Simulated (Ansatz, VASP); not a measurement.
## Two plane-wave programs on LaBi

```
La Bi
1.0
     0.00000    3.13207    3.13207
     3.13207    0.00000    3.13207
     3.13207    3.13207    0.00000
La Bi
1 1
Direct
  0.00000 0.00000 0.00000
  0.50000 0.50000 0.50000
```

Alike in both runs: functional LDA; k mesh 9 × 9 × 9; occupations fermi-dirac, width 0.1 eV; no spin polarisation.

Ansatz relaxed the structure, and its values are those at the end. VASP's run is a single point on that final structure, the one shown.

|  | VASP | Ansatz |
| --- | --- | --- |
| version | VASP 6.6.1 | Ansatz 0.2.0 |
| potentials or method | VASP PAW LDA potentials, release 64 (La, Bi_d) | plane waves, PAW |
| plane-wave cutoff (eV) | 520 | 420 |
| valence electrons in the cell | 26 | 26 |

|  | VASP | Ansatz | Ansatz less VASP |
| --- | --- | --- | --- |
| pressure (GPa) | 8.0 | 8.0 | -0.02 |
